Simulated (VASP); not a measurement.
Here is the system:

```
In
1.0
   -1.60167     1.64981     2.50234
    1.60167    -1.64981     2.50234
    1.60167     1.64981    -2.50234
In
1
Direct
  0.00000   0.00000   0.00000
```

The numbers are results of PBE GGA, VASP's PBE PAW potentials (set 64) (plane waves; VASP 6.6.1), not measurements. Settings: 400 eV cut-off, 8×8×8 Γ-centred mesh, first-order Methfessel-Paxton smearing of 0.10 eV, potentials In_d.

Q: Give the stress tensor in GPa (positive for a compressed cell).

A: 
```
 1.30   0.00   0.00
 0.00  -1.23   0.00
 0.00   0.00   3.87
```
The pressure is its mean diagonal, 1.31 GPa.

The compound is In in the bct structure. The cell was not relaxed at this level. The k-mesh is coarse (spacing up to 0.34 per Å, 2π included), so the numbers may not be converged in it. The run is one of a series of settings (KPOINTS 8×8×8 Γ-centred mesh against the base run), some of them coarse on purpose.
